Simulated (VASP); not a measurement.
# Mg6CuNi (Amm2) in VASP: reference runs

Reference runs on Mg6CuNi: the cell as given and a disturbed copy.

Program: VASP 6.6.1. These are calculated values, not measurements. Logs are shortened: lines on timing, memory, paths and dates and some standing lists are left out, and cuts for length are marked.

### 1 Starting point

It takes space group Amm2 (No. 38, orthorhombic). The conventional cell has a = 4.725 Å, b = 6.137 Å, c = 10.238 Å, α = 90.00°, β = 90.00°, γ = 90.00°. Cu (site symmetry mm2) is surrounded by 10 Mg at 2.88 to 3.00 Å and 2 Ni at 3.07 Å. Ni (site symmetry mm2) has 10 Mg at 2.87 to 3.00 Å and 2 Cu at 3.07 Å as nearest neighbours. Mg (site symmetry mm2) has 10 Mg at 2.84 to 3.13 Å and 2 Ni at 2.87 Å as nearest neighbours. Around Mg (site symmetry mm2) lie 2 Cu at 2.88 Å and 10 Mg at 2.89 to 3.08 Å. Mg (site symmetry m) has 8 Mg at 2.84 to 3.13 Å and 2 Ni at 2.91 Å and 2 Cu at 2.94 Å as nearest neighbours. Around Mg (site symmetry m) lie 8 Mg at 2.96 to 3.08 Å and 2 Ni at 2.97 to 3.00 Å and 2 Cu at 2.97 to 3.00 Å.

The cell comes from a database or a generator and needn't be the stable form of this composition.

### 2 Single point, PBE, collinear spin, ferromagnetic start

File INCAR:

```
SYSTEM = Mg6CuNi
  PREC = Accurate
  ENCUT = 520
  EDIFF = 1E-7
  ISMEAR = -1
  SIGMA = 0.05
  LREAL = .FALSE.
  LASPH = .TRUE.
  NELM = 150
  ALGO = Normal
  ISIF = 2
  LWAVE = .FALSE.
  LCHARG = .TRUE.
  ISPIN = 2
  MAGMOM = 0.6 1 0 0 0 0 0 0
  LORBIT = 11
  LMAXMIX = 4
  GGA = PE
  LELF = .TRUE.
  LVHAR = .TRUE.
  NBANDS = 30
```

File KPOINTS:

```
Automatic mesh
0
G
  6 5 5
  0 0 0
```

File POSCAR:

```
Mg6CuNi
1.0
    4.7247480000      0.0000000000      0.0000000000
    0.0000000000      3.0683045000      5.1192140000
    0.0000000000     -3.0683045000      5.1192140000
Cu Ni Mg
1 1 6
Direct
    0.5000000000      0.8328400000      0.8328400000
    0.5000000000      0.3329500000      0.3329500000
    0.0000000000      0.1741270000      0.1741270000
    0.0000000000      0.6718410000      0.6718410000
    0.0000000000      0.1635310000      0.6554810000
    0.0000000000      0.6554810000      0.1635310000
    0.5000000000      0.3338580000      0.8353760000
    0.5000000000      0.8353760000      0.3338580000
```

Potentials or basis: VASP PAW PBE potentials, release 64 (Cu, Ni, Mg).

The run is started by

```console
$ cat potpaw_PBE.64/Cu/POTCAR potpaw_PBE.64/Ni/POTCAR potpaw_PBE.64/Mg/POTCAR > POTCAR
$ mpirun -np 1 vasp_std > vasp.out
```

OUTCAR:

```text
SYSTEM = Mg6CuNi
   PREC = Accurate
   ENCUT = 520
   EDIFF = 1E-7
   ISMEAR = -1
   LREAL = .FALSE.
   LASPH = .TRUE.
   NELM = 150
   ISIF = 2
   ISPIN = 2
   LORBIT = 11
   GGA = PE

 ion  position               nearest neighbor table
   1  0.500  0.833  0.833-   4 2.88   4 2.88   6 2.94   5 2.94   5 2.94   6 2.94   8 2.97   7 2.97
                             7 3.00   8 3.00
   2  0.500  0.333  0.333-   3 2.87   3 2.87   6 2.91   5 2.91   5 2.91   6 2.91   8 2.97   7 2.97
                             8 3.00   7 3.00
   3  0.000  0.174  0.174-   5 2.84   6 2.84   2 2.87   2 2.87   8 2.96   7 2.96   7 2.96   8 2.96
                             4 3.07   4 3.07   6 3.13   5 3.13
   4  0.000  0.672  0.672-   1 2.88   1 2.88   6 2.89   5 2.89   8 2.96   7 2.96   7 2.96   8 2.96
                             3 3.07   3 3.07   5 3.08   6 3.08
   5  0.000  0.164  0.655-   3 2.84   4 2.89   2 2.91   2 2.91   1 2.94   1 2.94   7 2.97   7 2.97
                             6 3.02   4 3.08   6 3.12   3 3.13
   6  0.000  0.655  0.164-   3 2.84   4 2.89   2 2.91   2 2.91   1 2.94   1 2.94   8 2.97   8 2.97
                             5 3.02   4 3.08   5 3.12   3 3.13
   7  0.500  0.334  0.835-   4 2.96   4 2.96   3 2.96   3 2.96   5 2.97   5 2.97   2 2.97   1 2.97
                             1 3.00   2 3.00   8 3.06   8 3.08
   8  0.500  0.835  0.334-   4 2.96   4 2.96   3 2.96   3 2.96   6 2.97   6 2.97   2 2.97   1 2.97
                             1 3.00   2 3.00   7 3.06   7 3.08

  LATTYP: Found a base centered orthorhombic cell.
 ALAT       =     6.1366090000
 B/A-ratio  =     1.6684178510
 C/A-ratio  =     0.7699281476

  Lattice vectors:

 A1 = (   0.0000000000,   3.0683045000,  -5.1192140000)
 A2 = (   0.0000000000,   3.0683045000,   5.1192140000)
 A3 = (   4.7247480000,   0.0000000000,   0.0000000000)

Analysis of symmetry for initial positions (statically):
=====================================================================
 Subroutine PRICEL returns:
 Original cell was already a primitive cell.

 Routine SETGRP: Setting up the symmetry group for a
 base centered orthorhombic supercell.

 Subroutine GETGRP returns: Found  4 space group operations
 (whereof  4 operations were pure point group operations)
 out of a pool of  8 trial point group operations.

The static configuration has the point symmetry C_2v.

Analysis of symmetry for dynamics (positions and initial velocities):
=====================================================================
 Subroutine PRICEL returns:
 Original cell was already a primitive cell.

 Routine SETGRP: Setting up the symmetry group for a
 base centered orthorhombic supercell.

 Subroutine GETGRP returns: Found  4 space group operations
 (whereof  4 operations were pure point group operations)
 out of a pool of  8 trial point group operations.

The dynamic configuration has the point symmetry C_2v.

Analysis of structural, dynamic, and magnetic symmetry:
=====================================================================
 Subroutine PRICEL returns:
 Original cell was already a primitive cell.

 Routine SETGRP: Setting up the symmetry group for a
 base centered orthorhombic supercell.

 Subroutine GETGRP returns: Found  4 space group operations
 (whereof  4 operations were pure point group operations)
 out of a pool of  8 trial point group operations.

The overall configuration has the point symmetry C_2v.

 Subroutine INISYM returns: Found  4 space group operations
 (whereof  4 operations are pure point group operations),
 and found     1 'primitive' translations

----------------------------------------------------------------------------------------

                                     Primitive cell

  volume of cell :     148.4261

  direct lattice vectors                    reciprocal lattice vectors
     4.724748000  0.000000000  0.000000000     0.211651500  0.000000000  0.000000000
     0.000000000  3.068304500  5.119214000     0.000000000  0.162956447  0.097671244
     0.000000000 -3.068304500  5.119214000     0.000000000 -0.162956447  0.097671244

  length of vectors
     4.724748000  5.968320072  5.968320072     0.211651500  0.189985461  0.189985461

  position of ions in fractional coordinates (direct lattice)
     0.500000000  0.832840000  0.832840000
     0.500000000  0.332950000  0.332950000
     0.000000000  0.174127000  0.174127000
[... 80 lines left out ...]
   ISTART =      0    job   : 0-new  1-cont  2-samecut
   ICHARG =      2    charge: 1-file 2-atom 10-const
   ISPIN  =      2    spin polarized calculation?
   LNONCOLLINEAR =      F non collinear calculations
   LSORBIT =      F    spin-orbit coupling
   LASPH  =      T    aspherical Exc in radial PAW
   ENCUT  =  520.0 eV  38.22 Ry    6.18 a.u.   8.78 11.10 11.10*2*pi/ulx,y,z
   NELM   =    150;   NELMIN=  2; NELMDL= -5     # of ELM steps
   EDIFF  = 0.1E-06   stopping-criterion for ELM
   LREAL  =      F    real-space projection
   EDIFFG = 0.1E-05   stopping-criterion for IOM
   NSW    =      0    number of steps for IOM
   IBRION =     -1    ionic relax: 0-MD 1-quasi-New 2-CG
   NFREE  =      0    steps in history (QN), initial steepest desc. (CG)
   ISIF   =      2    stress and relaxation
   ISYM   =      2    0-nonsym 1-usesym 2-fastsym
   POTIM  = 0.5000    time-step for ionic-motion
   TEBEG  =    0.0;   TEEND  =   0.0 temperature during run
   PSTRESS=    0.0 pullay stress
   NELECT =      33.0000    total number of electrons
   NUPDOWN=      -1.0000    fix difference up-down
   EMIN   =  10.00;   EMAX   =-10.00  energy-range for DOS
   EFERMI =   0.00;   METHOD = LEGACY
   ISMEAR =    -1;   SIGMA  =   0.05  broadening in eV -4-tet -1-fermi 0-gaus
   EFERMI_NEDOS =   21; number of points for ismear=-14 and -15
   IALGO  =     38    algorithm
   IMIX   =      4    mixing-type and parameters
     AMIX     =   0.40;   BMIX     =  1.00
     AMIX_MAG =   1.60;   BMIX_MAG =  1.00
  volume/ion in A,a.u.               =      18.55       125.20
  Fermi-wavevector in a.u.,A,eV,Ry     =   0.991766  1.874167 13.382696  0.983600
  Thomas-Fermi vector in A             =   2.123531
   LORBIT       =     11    0 simple, 1 ext, 2 COOP (PROOUT), +10 PAW based schemes
   GGA     = PE    functional components
   LHFCALC =     F    Hartree Fock is set to
   AEXX    =    0.0000 exact exchange contribution
   IVDW    =     0    specifies the selected vdW correction
   LEPSILON=     F    determine dielectric tensor
   LRPA    =     F    only Hartree local field effects (RPA)
 spin polarized calculation
  energy-cutoff  :      520.00
  volume of cell :      148.43
 maximum number of plane-waves:      4025
 NGX is ok and might be reduce to    36
   NGX = 17   NGY = 23   NGZ = 23

 number of electron      33.0000007 magnetization      -0.0014327

 number of electron      33.0000007 magnetization       0.0001981

 Free energy of the ion-electron system (eV)
  ---------------------------------------------------
  ext. energy  EPLUGINS =         0.00000000
  ---------------------------------------------------
  free energy    TOTEN  =       -17.94559076 eV

  energy without entropy =      -17.91030423  energy(sigma->0) =      -17.92794749

 E-fermi :   3.6131     XC(G=0):  -9.4569

 val. band max:        3.6060891700   @ k =   0.5000  -0.2000   0.2000
 cond. band min:       3.6132990942   @ k =   0.0000   0.4000   0.4000
 fundamental gap:      0.0072099243
 Fermi energy:         3.6131328241

 spin component 1

 k-point     1 :       0.0000    0.0000    0.0000
  band No.  band energies     occupation
      1      -3.7282      1.00000
      2       0.4215      1.00000
      3       0.5232      1.00000
      4       0.6430      1.00000
      5       0.8896      1.00000
      6       0.9422      1.00000
[... 733 lines left out ...]
     27       9.8222      0.00000
     28      10.0431      0.00000

 [... further k-points ...]

 spin component 2

 k-point     1 :       0.0000    0.0000    0.0000
  band No.  band energies     occupation
      1      -3.7282      1.00000
      2       0.4215      1.00000
      3       0.5232      1.00000
      4       0.6430      1.00000
      5       0.8897      1.00000
      6       0.9422      1.00000
[... 733 lines left out ...]
     27       9.8223      0.00000
     28      10.0431      0.00000

 [... further k-points ...]

 [bands above 28 left out]

------------------------ aborting loop because EDIFF is reached ----------------------------------------

  FORCE on cell =-STRESS in cart. coord.  units (eV):
  Direction    XX          YY          ZZ          XY          YZ          ZX
  --------------------------------------------------------------------------------------
  -------------------------------------------------------------------------------------
  Total       -1.0177656      0.8314194     -0.3062346      0.0000000      0.0000000      0.0000000
  in kB      -10.9862112      8.9747087     -3.3056315      0.0000000      0.0000000      0.0000000
  external PRESSURE =      -1.7723780 kB  Pullay stress =       0.0000000 kB

 VOLUME and BASIS-vectors are now :
 -----------------------------------------------------------------------------
  energy-cutoff  :      520.00
  volume of cell :      148.43
      direct lattice vectors                 reciprocal lattice vectors
     4.724748000  0.000000000  0.000000000     0.211651500  0.000000000  0.000000000
     0.000000000  3.068304500  5.119214000     0.000000000  0.162956447  0.097671244
     0.000000000 -3.068304500  5.119214000     0.000000000 -0.162956447  0.097671244

 POSITION                                       TOTAL-FORCE (eV/Angst)
 -----------------------------------------------------------------------------------
      2.36237      0.00000      8.52697         0.000000      0.000000      0.010363
      2.36237      0.00000      3.40888         0.000000      0.000000      0.011569
      0.00000      0.00000      1.78279         0.000000      0.000000     -0.045079
      0.00000      0.00000      6.87860         0.000000      0.000000     -0.037640
      0.00000     -1.50945      4.19270         0.000000      0.007921     -0.006022
      0.00000      1.50945      4.19270         0.000000     -0.007921     -0.006022
      2.36237     -1.53881      5.98556         0.000000     -0.009453      0.036415
      2.36237      1.53881      5.98556         0.000000      0.009453      0.036415
 -----------------------------------------------------------------------------------
    total drift:                                0.000000      0.000000     -0.001924

  FREE ENERGIE OF THE ION-ELECTRON SYSTEM (eV)
  ---------------------------------------------------
  free  energy   TOTEN  =       -17.9455907558 eV

  energy  without entropy=      -17.9103042308  energy(sigma->0) =      -17.92794749

 total charge

# of ion       s       p       d       tot
------------------------------------------
    1        0.423   0.249   9.160   9.832
    2        0.398   0.241   8.376   9.016
    3        0.220   0.159   0.017   0.396
    4        0.223   0.156   0.016   0.395
    5        0.206   0.148   0.017   0.372
    6        0.206   0.148   0.017   0.372
    7        0.205   0.145   0.017   0.367
    8        0.205   0.145   0.017   0.367
--------------------------------------------------
tot          2.086   1.393  17.638  21.117

 magnetization (x)

# of ion       s       p       d       tot
------------------------------------------
    1        0.000  -0.000   0.000   0.000
    2        0.000   0.000   0.000   0.000
    3        0.000   0.000   0.000   0.000
    4       -0.000   0.000   0.000   0.000
    5        0.000   0.000   0.000   0.000
    6        0.000   0.000   0.000   0.000
    7       -0.000   0.000   0.000   0.000
    8       -0.000   0.000   0.000   0.000
--------------------------------------------------
tot          0.000   0.000   0.000   0.000
```

Wall time 5 min (1 thread of AMD EPYC 9R45 (Zen 5), shared host); peak memory 0.47 GiB.

Results:

```
Free energy                                           : -17.9456 eV
Pressure                                              : -0.2 GPa
Largest force                                         : 0.045 eV/Å
Band gap on the k mesh                                : none (metal or under the smearing width)
Net moment                                            : 0.00 μB per cell
Valence electrons inside the program's atomic spheres : Cu 9.83; Ni 9.02; Mg 0.40, 0.37
```

Forces in eV/Å, atoms in the order of the input:
```
Cu   0.000  0.000  0.010
Ni   0.000  0.000  0.012
Mg   0.000  0.000 -0.045
Mg   0.000  0.000 -0.038
Mg   0.000  0.008 -0.006
Mg   0.000 -0.008 -0.006
Mg   0.000 -0.009  0.036
Mg   0.000  0.009  0.036
```

Stress tensor (GPa, compression positive):
```
-1.10  0.00  0.00
 0.00  0.90  0.00
 0.00  0.00 -0.33
```

[end of part 1 of 2]
